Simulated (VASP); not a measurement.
# Osmium: structure and properties in VASP

What structure does Osmium take at this level, and what are its properties? The steps: relaxing cell and atoms (PBEsol), single point with fields (PBEsol), band structure (PBEsol), density of states (PBEsol), vibrations at Γ (PBEsol), volume scan with PBEsol, fit for PBEsol and independent-particle dielectric function (PBEsol). The start is a cell from a database of measured crystal structures.

Method: PBEsol; plane waves and PAW (Os), in VASP 6.6.1.

### 1. The starting structure

Before any relaxation, the start is as follows. The structure is hexagonal, space group P6_3/mmc (No. 194). Conventional cell: a = 2.734 Å, b = 2.734 Å, c = 4.320 Å, α = 90.00°, β = 90.00°, γ = 120.00°. Nearest to Os lie 12 Os at 2.68 to 2.73 Å.

### 2. Relaxing cell and atoms (PBEsol)

The start need not lie at this functional's minimum. ISIF = 3 frees volume, shape and positions, and EDIFFG sets the threshold on forces and stress at which the search stops. PBEsol restores the gradient expansion of exchange and is tuned for the cells of solids.

INCAR

```
SYSTEM = Os
PREC = Accurate
ENCUT = 400
EDIFF = 1E-06
NELM = 100
ISMEAR = 1
SIGMA = 0.2
LREAL = .FALSE.
ALGO = Normal
GGA = PS
NBANDS = 14
LORBIT = 11
LWAVE = .FALSE.
LCHARG = .FALSE.
KPAR = 2
IBRION = 2
NSW = 60
ISIF = 3
EDIFFG = -0.01
```

POSCAR

```
Os
1.0
    2.7341000000      0.0000000000      0.0000000000
   -1.3670500000      2.3678000565      0.0000000000
    0.0000000000      0.0000000000      4.3197000000
Os
2
Direct
    0.3333333333      0.6666666667      0.2500000000
    0.6666666667      0.3333333333      0.7500000000
```

KPOINTS

```
Automatic mesh
0
Gamma
11 11 6
0 0 0
```

PAW data sets: Os (PBE family, release 64).

Command:

```sh
$ mpirun -np 2 vasp_std
```

Log:

```text
[banner, memory and clock lines left out]
running    2 mpi-ranks, on    1 nodes
 distrk:  each k-point on    1 cores,    2 groups
 distr:  one band on    1 cores,    1 groups

 POSCAR found type information on POSCAR Os
 POSCAR found :  1 types and       2 ions
|                                                                             |
|               ----> ADVICE to this user running VASP <----                  |
|                                                                             |
|     You enforced a specific xc type in the INCAR file but a different       |
|     [... a line on the potential file left out ...]
|     I HOPE YOU KNOW WHAT YOU ARE DOING!                                     |
|                                                                             |

 LDA part: xc-table for (Slater+PW92), standard interpolation
 POSCAR, INCAR and KPOINTS ok, starting setup
 FFT: planning ... GRIDC
 FFT: planning ... GRID_SOFT
 FFT: planning ... GRID
 WAVECAR not read
 entering main loop
       N       E                     dE             d eps       ncg     rms          rms(c)
DAV:   1     0.780058991465E+02    0.78006E+02   -0.63935E+03  1792   0.885E+02
DAV:   2    -0.221314702063E+02   -0.10014E+03   -0.88774E+02  1930   0.319E+02
DAV:   3    -0.259811790458E+02   -0.38497E+01   -0.36964E+01  2302   0.523E+01
DAV:   4    -0.260167346409E+02   -0.35556E-01   -0.34413E-01  2034   0.493E+00
DAV:   5    -0.260169705662E+02   -0.23593E-03   -0.23588E-03  2260   0.351E-01    0.244E+01
DAV:   6    -0.248146052162E+02    0.12024E+01   -0.11280E+00  2200   0.909E+00    0.109E+01
DAV:   7    -0.244759583091E+02    0.33865E+00   -0.74175E-01  2224   0.721E+00    0.556E-01
DAV:   8    -0.244697024266E+02    0.62559E-02   -0.67348E-03  1840   0.639E-01    0.363E-01
DAV:   9    -0.244666552378E+02    0.30472E-02   -0.18054E-03  2068   0.451E-01    0.489E-02
DAV:  10    -0.244666727639E+02   -0.17526E-04   -0.66039E-05  2266   0.732E-02    0.108E-02
DAV:  11    -0.244666532794E+02    0.19485E-04   -0.44427E-06  1966   0.226E-02    0.135E-03
DAV:  12    -0.244666526465E+02    0.63285E-06   -0.10787E-07  1052   0.354E-03
   1 F= -.24466653E+02 E0= -.24465772E+02  d E =-.244667E+02
 curvature:   0.00 expect dE= 0.000E+00 dE for cont linesearch  0.000E+00
 trial: gam= 0.00000 g(F)=  0.302E-48 g(S)=  0.118E-01 ort = 0.000E+00 (trialstep = 0.100E+01)
 search vector abs. value=  0.118E-01
 bond charge predicted
       N       E                     dE             d eps       ncg     rms          rms(c)
DAV:   1    -0.244892310891E+02   -0.22578E-01   -0.12177E+00  1846   0.846E+00    0.324E+00
DAV:   2    -0.244525530731E+02    0.36678E-01   -0.37425E-02  2014   0.206E+00    0.125E+00
DAV:   3    -0.244446998060E+02    0.78533E-02   -0.19095E-02  2222   0.132E+00    0.105E-01
DAV:   4    -0.244448870736E+02   -0.18727E-03   -0.34143E-04  1930   0.116E-01    0.229E-02
DAV:   5    -0.244449305323E+02   -0.43459E-04   -0.35807E-05  2354   0.507E-02    0.983E-03
DAV:   6    -0.244449368353E+02   -0.63030E-05   -0.41840E-06  1948   0.197E-02    0.422E-03
DAV:   7    -0.244449366911E+02    0.14420E-06   -0.17229E-07  1094   0.388E-03
   2 F= -.24444937E+02 E0= -.24444229E+02  d E =0.217160E-01
 trial-energy change:    0.021716  1 .order    0.022144   -0.011762    0.056050
 step:   0.1790(harm=  0.1735)  dis= 0.00000  next Energy=   -24.467708 (dE=-0.106E-02)
 bond charge predicted
       N       E                     dE             d eps       ncg     rms          rms(c)
DAV:   1    -0.244979335485E+02   -0.52997E-01   -0.81432E-01  1858   0.683E+00    0.258E+00
DAV:   2    -0.244726703702E+02    0.25263E-01   -0.26040E-02  2002   0.168E+00    0.103E+00
DAV:   3    -0.244675880205E+02    0.50823E-02   -0.12976E-02  2216   0.107E+00    0.697E-02
DAV:   4    -0.244677089026E+02   -0.12088E-03   -0.26975E-04  1906   0.995E-02    0.225E-02
DAV:   5    -0.244677267547E+02   -0.17852E-04   -0.17886E-05  2370   0.356E-02    0.753E-03
DAV:   6    -0.244677289442E+02   -0.21895E-05   -0.16642E-06  1694   0.128E-02    0.246E-03
DAV:   7    -0.244677290265E+02   -0.82312E-07   -0.81204E-08   968   0.266E-03
   3 F= -.24467729E+02 E0= -.24466879E+02  d E =-.107638E-02
 curvature:  -0.09 expect dE=-0.101E-05 dE for cont linesearch -0.481E-07
 trial: gam=-0.00588 g(F)=  0.161E-48 g(S)=  0.116E-04 ort = 0.807E-04 (trialstep = 0.836E+00)
 search vector abs. value=  0.111E-04
 reached required accuracy - stopping structural energy minimisation
```

The job ended after 16 s (2 MPI ranks of AMD EPYC 7R43, shared host; peak memory 0.23 GiB).

The logs omit lines about the potential files and the build; timing stands in the text.

OUTCAR, selected parts (step 2):

```text
ion  position               nearest neighbor table
   1  0.333  0.667  0.250-   2 2.68   2 2.68   2 2.68   2 2.68   2 2.68   2 2.68
   2  0.667  0.333  0.750-   1 2.68   1 2.68   1 2.68   1 2.68   1 2.68   1 2.68

  LATTYP: Found a hexagonal cell.
 ALAT       =     2.7341000000
 C/A-ratio  =     1.5799348963

 Subroutine GETGRP returns: Found 24 space group operations
 (whereof 12 operations were pure point group operations)

The static configuration has the point symmetry D_3d.
 The point group associated with its full space group is D_6h.

 Found     64 irreducible k-points:

   k-points           NKPTS =     64   k-points in BZ     NKDIM =     64   number of bands    NBANDS=     14

   dimension x,y,z NGX =    18 NGY =   18 NGZ =   28
   dimension x,y,z NGXF=    36 NGYF=   36 NGZF=   56

   ENCUT  =  400.0 eV  29.40 Ry    5.42 a.u.   4.46  4.46  7.04*2*pi/ulx,y,z

   NELECT =      16.0000    total number of electrons

 k-points in reciprocal lattice and weights: Automatic mesh
   0.00000000  0.00000000  0.00000000       0.001
   0.09090909  0.00000000  0.00000000       0.008
   0.18181818  0.00000000  0.00000000       0.008
   0.27272727 -0.00000000  0.00000000       0.008
   0.36363636 -0.00000000  0.00000000       0.008
   0.45454545  0.00000000  0.00000000       0.008
   0.09090909  0.09090909  0.00000000       0.008
   0.18181818  0.09090909  0.00000000       0.017
   0.27272727  0.09090909  0.00000000       0.017
[...]
0.27272727  0.27272727  0.50000000       0.008
   0.36363636  0.27272727  0.50000000       0.008

 average (electrostatic) potential at core
       1 -43.0171       2 -43.0171

 E-fermi :   9.3419

 k-point     1 :       0.0000    0.0000    0.0000
  band No.  band energies     occupation
    ...
      6       7.1552      2.00000
      7       7.1552      2.00000
      8       7.8152      2.00000
      9       7.8152      2.00000
     10       9.3864      0.63327
     11      11.1016     -0.00000
     12      11.1016     -0.00000
     13      18.5004      0.00000
     14      23.4283      0.00000

 k-point     2 :       0.0909    0.0000    0.0000
  band No.  band energies     occupation
    ...
      6       7.0756      2.00000
      7       7.3307      2.00000
      8       7.4326      2.00000
      9       7.5820      2.00000
     10       8.3315      2.00000
     11      11.2626     -0.00000
     12      12.7306     -0.00000
     13      18.4700      0.00000
     14      24.1114      0.00000

 k-point     3 :       0.1818    0.0000    0.0000
  band No.  band energies     occupation
    ...
      6       7.0570      2.00000
      7       7.4585      2.00000
      8       7.7350      2.00000
      9       7.8219      2.00000
     10       8.2284      2.00000
     11      11.5891     -0.00000
     12      15.1314      0.00000
     13      18.2856      0.00000
     14      25.2079      0.00000

  Total       -0.0115306     -0.0115306      0.0146525     -0.0000000      0.0000000      0.0000000
  in kB       -0.6640793     -0.6640793      0.8438789     -0.0000000      0.0000000      0.0000000
  external PRESSURE =      -0.1614266 kB  Pullay stress =       0.0000000 kB

  energy-cutoff  :      400.00
  volume of cell :       27.82
      direct lattice vectors                 reciprocal lattice vectors
     2.729349743 -0.000000000  0.000000000     0.366387636  0.211534000 -0.000000000
    -1.364674871  2.363686213  0.000000000     0.000000000  0.423068001 -0.000000000
     0.000000000  0.000000000  4.312149240     0.000000000  0.000000000  0.231902920

 POSITION                                       TOTAL-FORCE (eV/Angst)
 -----------------------------------------------------------------------------------
     -0.00000      1.57579      1.07804         0.000000      0.000000      0.000000
      1.36467      0.78790      3.23411        -0.000000      0.000000      0.000000
 -----------------------------------------------------------------------------------
    total drift:                               -0.000000      0.000000     -0.000000

  FREE ENERGIE OF THE ION-ELECTRON SYSTEM (eV)
  ---------------------------------------------------
  free  energy   TOTEN  =       -24.4677290265 eV

  energy  without entropy=      -24.4651787428  energy(sigma->0) =      -24.46687893

 reached required accuracy - stopping structural energy minimisation

 total charge
# of ion       s       p       d       tot
------------------------------------------
    1        0.665   0.797   6.045   7.506
    2        0.665   0.797   6.045   7.506
--------------------------------------------------
tot          1.330   1.593  12.089  15.012

[... 3 further parts left out ...]
```

The k-mesh is coarse for a metal. The PAW data sets were made with PBE, which is usual practice but a small mismatch for other functionals. The run keeps the 24 symmetry operations of its start, so it cannot find a distortion of lower symmetry.

Step by step:

```
step  energy less that of the first step (eV)  largest force (eV/Å)  pressure (GPa)  volume (Å³)
   1                                   0.0000                0.0000           -2.31        27.96
   2                                   0.0217                0.0000           11.33        27.16
   3                                  -0.0011                0.0000           -0.02        27.82
```

```
conventional cell, symmetrised  before  after  change
                         a (Å)   2.734  2.729  -0.2 %
                         b (Å)   2.734  2.729  -0.2 %
                         c (Å)   4.320  4.312  -0.2 %
              volume (Å³/atom)   13.98  13.91  -0.5 %
```

Final coordinates:

```cif
data_structure
_symmetry_space_group_name_H-M 'P 1'
_symmetry_Int_Tables_number 1
_cell_length_a 2.7293
_cell_length_b 2.7293
_cell_length_c 4.3121
_cell_angle_alpha 90.000
_cell_angle_beta 90.000
_cell_angle_gamma 120.000
_cell_volume 27.82
loop_
_atom_site_label
_atom_site_type_symbol
_atom_site_fract_x
_atom_site_fract_y
_atom_site_fract_z
_atom_site_occupancy
Os1 Os 0.33333 0.66667 0.25000 1
Os2 Os 0.66667 0.33333 0.75000 1
```

Numbers from this step:

- electrons: 16
- bands: 14
- irreducible k-points: 64
- symmetry operations: 24
- free energy (TOTEN): -24.47 eV
- energy at zero smearing: -24.47 eV
- Fermi energy: 9.342 eV
- pressure: -0.01614 GPa
- metallic: yes
- SCF cycles over all ionic steps: 26

It ends with forces that vanish by symmetry and a pressure of -0.02 GPa. The volume lies -0.5 % from that of the database's start, which holds the thermal and zero-point expansion of its experiment.

### 3. Single point with fields (PBEsol)

A single point on the relaxed cell gives a clean self-consistent state, with density, ELF and potential written out.

INCAR: that of step 2 with these lines changed.

```diff
@@ -13,7 +13,5 @@
 LWAVE = .FALSE.
-LCHARG = .FALSE.
-KPAR = 2
-IBRION = 2
-NSW = 60
-ISIF = 3
-EDIFFG = -0.01
+LCHARG = .TRUE.
+ISIF = 2
+LELF = .TRUE.
+LVHAR = .TRUE.
```

POSCAR

```
Os
1.0
    2.7293497425      0.0000000000      0.0000000000
   -1.3646748713      2.3636862129      0.0000000000
    0.0000000000      0.0000000000      4.3121492396
Os
2
Direct
    0.3333333333      0.6666666667      0.2500000000
    0.6666666667      0.3333333333      0.7500000000
```

KPOINTS is that of step 2.

Command:

```sh
$ mpirun -np 2 vasp_std
```

Log:

```text
[banner, memory and clock lines left out]
running    2 mpi-ranks, on    1 nodes
 distrk:  each k-point on    2 cores,    1 groups
 distr:  one band on    1 cores,    2 groups

 POSCAR found type information on POSCAR Os
 POSCAR found :  1 types and       2 ions
 [... a notice as in an earlier step ...]

 LDA part: xc-table for (Slater+PW92), standard interpolation
 POSCAR, INCAR and KPOINTS ok, starting setup
 FFT: planning ... GRIDC
 FFT: planning ... GRID_SOFT
 FFT: planning ... GRID
 WAVECAR not read
 entering main loop
       N       E                     dE             d eps       ncg     rms          rms(c)
DAV:   1     0.783562369444E+02    0.78356E+02   -0.64952E+03  1808   0.889E+02
DAV:   2    -0.221597846060E+02   -0.10052E+03   -0.89074E+02  1870   0.316E+02
DAV:   3    -0.259722951764E+02   -0.38125E+01   -0.36784E+01  2338   0.523E+01
DAV:   4    -0.260086199751E+02   -0.36325E-01   -0.35856E-01  1960   0.506E+00
DAV:   5    -0.260088541029E+02   -0.23413E-03   -0.23390E-03  2290   0.367E-01    0.247E+01
DAV:   6    -0.248167166971E+02    0.11921E+01   -0.11048E+00  2188   0.900E+00    0.111E+01
DAV:   7    -0.244769322933E+02    0.33978E+00   -0.73763E-01  2230   0.719E+00    0.566E-01
DAV:   8    -0.244706402660E+02    0.62920E-02   -0.67070E-03  1834   0.642E-01    0.367E-01
DAV:   9    -0.244676421250E+02    0.29981E-02   -0.18173E-03  2074   0.453E-01    0.482E-02
DAV:  10    -0.244676593234E+02   -0.17198E-04   -0.65856E-05  2280   0.728E-02    0.105E-02
DAV:  11    -0.244676398893E+02    0.19434E-04   -0.44275E-06  1972   0.228E-02    0.138E-03
DAV:  12    -0.244676392409E+02    0.64837E-06   -0.10627E-07  1046   0.350E-03
   1 F= -.24467639E+02 E0= -.24466789E+02  d E =-.255091E-02
```

Wall time 8.4 s (2 MPI ranks); peak memory 0.18 GiB.

OUTCAR, selected parts (step 3):

```text
  LATTYP: Found a hexagonal cell.
 ALAT       =     2.7293497425
 C/A-ratio  =     1.5799181660

 Found     64 irreducible k-points:

   ENCUT  =  400.0 eV  29.40 Ry    5.42 a.u.   4.45  4.45  7.03*2*pi/ulx,y,z

   NELECT =      16.0000    total number of electrons

 E-fermi :   9.3419

 k-point     1 :       0.0000    0.0000    0.0000
  band No.  band energies     occupation
    ...
      6       7.1553      2.00000
      7       7.1553      2.00000
      8       7.8151      2.00000
      9       7.8151      2.00000
     10       9.3865      0.63305
     11      11.1016     -0.00000
     12      11.1016     -0.00000
     13      18.5004      0.00000
     14      23.4283      0.00000

 k-point     2 :       0.0909    0.0000    0.0000
  band No.  band energies     occupation
    ...
      6       7.0756      2.00000
      7       7.3307      2.00000
      8       7.4327      2.00000
      9       7.5820      2.00000
     10       8.3315      2.00000
     11      11.2626     -0.00000
     12      12.7307     -0.00000
     13      18.4700      0.00000
     14      24.1114      0.00000

  Total       -0.0124744     -0.0124744      0.0128665      0.0000000      0.0000000      0.0000000
  in kB       -0.7184325     -0.7184325      0.7410158      0.0000000      0.0000000      0.0000000
  external PRESSURE =      -0.2319497 kB  Pullay stress =       0.0000000 kB

  energy-cutoff  :      400.00
  volume of cell :       27.82
      direct lattice vectors                 reciprocal lattice vectors
     2.729349743  0.000000000  0.000000000     0.366387636  0.211534000  0.000000000
    -1.364674871  2.363686213  0.000000000     0.000000000  0.423068001  0.000000000
     0.000000000  0.000000000  4.312149240     0.000000000  0.000000000  0.231902920

 POSITION                                       TOTAL-FORCE (eV/Angst)
 -----------------------------------------------------------------------------------
     -0.00000      1.57579      1.07804        -0.000000      0.000000      0.000000
      1.36467      0.78790      3.23411         0.000000     -0.000000      0.000000
 -----------------------------------------------------------------------------------
    total drift:                               -0.000000      0.000000     -0.000000

  FREE ENERGIE OF THE ION-ELECTRON SYSTEM (eV)
  ---------------------------------------------------
  free  energy   TOTEN  =       -24.4676392409 eV

  energy  without entropy=      -24.4650883284  energy(sigma->0) =      -24.46678894

[... 5 parts as in an earlier step ...]

[... 7 further parts left out ...]
```

Numbers from this step:

- SCF cycles: 12
- pressure: -0.02319 GPa

Valence electrons inside each PAW sphere by angular momentum. Sphere charges, by row:

```
atom  s (e)  p (e)  d (e)  tot (e)
 Os1  0.665  0.797  6.045    7.506
 Os2  0.665  0.797  6.045    7.506
```

Valence density in the ac plane at fractional y = 0.333, with atoms of Os within 0.2 Å of it. It is the smooth field of the valence electrons, not physical close to the nuclei.

Ten even steps from '0' (0.3 e/Å³) to '9' (1.9 e/Å³):
```
00000011222211
00000123444431
10000135566543
20001246787653
21001356899764
21001356899764
20001246787653
10000135566543
00000123444431
00000011222211
00000000111100
00000000000000
01111000000000
11221100000000
22332110000001
23333210000001
23333210000001
22332110000001
11221100000000
01111000000000
00000000000000
00000000111100
```
Columns run along a (2.7 Å), rows up along c (4.3 Å). Atoms in or near the plane, at fractional coordinates: Os at (0.67, 0.75).

Electrostatic potential energy in the ac plane at fractional y = 0.333, with atoms of Os within 0.2 Å of it. With pseudopotentials it is smooth inside the atoms' cores, unlike the true potential.

Ten even steps from '0' (-41 eV) to '9' (0 eV):
```
99999987655678
89999865433457
79998653111235
68998531000024
68997531000013
68997531000013
68998531000024
79998653111235
89999865433457
99999987655678
99999998888889
99889999999999
88778899999999
76666789999998
65556789999987
65445678999987
65445678999987
65556789999987
76666789999998
88778899999999
99889999999999
99999998888889
```
Columns run along a (2.7 Å; values clipped at the 3rd and 97th percentile), rows up along c (4.3 Å). Atoms in or near the plane, at fractional coordinates: Os at (0.67, 0.75).

ELF in the ac plane at fractional y = 0.333, with atoms of Os within 0.2 Å of it. It is the smooth field of the valence electrons, not physical close to the nuclei.

Values, 22 rows by 14 columns:
```
0.37 0.37 0.37 0.37 0.37 0.37 0.37 0.34 0.29 0.26 0.26 0.30 0.35 0.37
0.34 0.35 0.38 0.37 0.34 0.34 0.32 0.26 0.17 0.12 0.13 0.19 0.28 0.33
0.32 0.35 0.39 0.37 0.33 0.31 0.24 0.13 0.05 0.03 0.03 0.07 0.16 0.27
0.31 0.36 0.41 0.39 0.35 0.29 0.16 0.04 0.01 0.00 0.00 0.01 0.07 0.21
0.31 0.38 0.43 0.41 0.36 0.27 0.11 0.02 0.00 0.03 0.01 0.00 0.04 0.16
0.31 0.38 0.43 0.41 0.36 0.27 0.11 0.02 0.00 0.03 0.01 0.00 0.04 0.16
0.31 0.36 0.41 0.39 0.35 0.29 0.16 0.04 0.01 0.00 0.00 0.02 0.07 0.21
0.32 0.35 0.39 0.37 0.34 0.31 0.24 0.13 0.05 0.03 0.03 0.07 0.16 0.27
0.34 0.35 0.38 0.37 0.34 0.34 0.32 0.26 0.17 0.12 0.13 0.19 0.28 0.33
0.37 0.37 0.37 0.37 0.37 0.37 0.37 0.34 0.29 0.26 0.26 0.30 0.35 0.37
0.40 0.36 0.32 0.33 0.37 0.40 0.40 0.37 0.33 0.30 0.31 0.34 0.38 0.41
0.37 0.32 0.28 0.29 0.33 0.39 0.42 0.40 0.37 0.34 0.34 0.38 0.41 0.41
0.34 0.30 0.27 0.27 0.31 0.35 0.39 0.40 0.39 0.38 0.38 0.40 0.40 0.37
0.32 0.28 0.25 0.26 0.30 0.33 0.35 0.36 0.37 0.38 0.38 0.37 0.36 0.35
0.31 0.27 0.23 0.24 0.28 0.32 0.34 0.33 0.34 0.35 0.35 0.34 0.33 0.34
0.31 0.25 0.22 0.22 0.27 0.31 0.33 0.32 0.32 0.34 0.34 0.33 0.33 0.33
0.31 0.25 0.22 0.22 0.27 0.31 0.33 0.32 0.32 0.34 0.34 0.33 0.33 0.33
0.31 0.27 0.23 0.24 0.28 0.32 0.34 0.33 0.34 0.35 0.35 0.34 0.33 0.34
0.32 0.28 0.25 0.26 0.29 0.33 0.35 0.36 0.37 0.38 0.38 0.37 0.36 0.35
0.34 0.30 0.27 0.27 0.31 0.35 0.39 0.40 0.39 0.38 0.38 0.40 0.40 0.37
0.37 0.32 0.28 0.29 0.33 0.39 0.42 0.40 0.37 0.34 0.34 0.38 0.41 0.41
0.40 0.36 0.32 0.33 0.37 0.40 0.40 0.37 0.33 0.30 0.31 0.34 0.38 0.41
```
Columns run along a (2.7 Å), rows up along c (4.3 Å). Atoms in or near the plane, at fractional coordinates: Os at (0.67, 0.75).

In this run the pressure is -0.02 GPa, small enough to go on.

[end of part 1 of 4]

[Lines on the potential files, build, host, timing and source positions are cut from VASP's logs without a mark.]

[Logs are printed without paths, hosts, clocks, repeated set-up lines and the standing remarks that a program may print on its own settings, such as how far it seeks lower states.]

[Hosts, paths, dates, database ids (printed as entryN), source tags and the programs' standing remarks are cut or masked in the printed files.]

[A measured line is paired with the nearest computed mode of its activity, which favours agreement.]
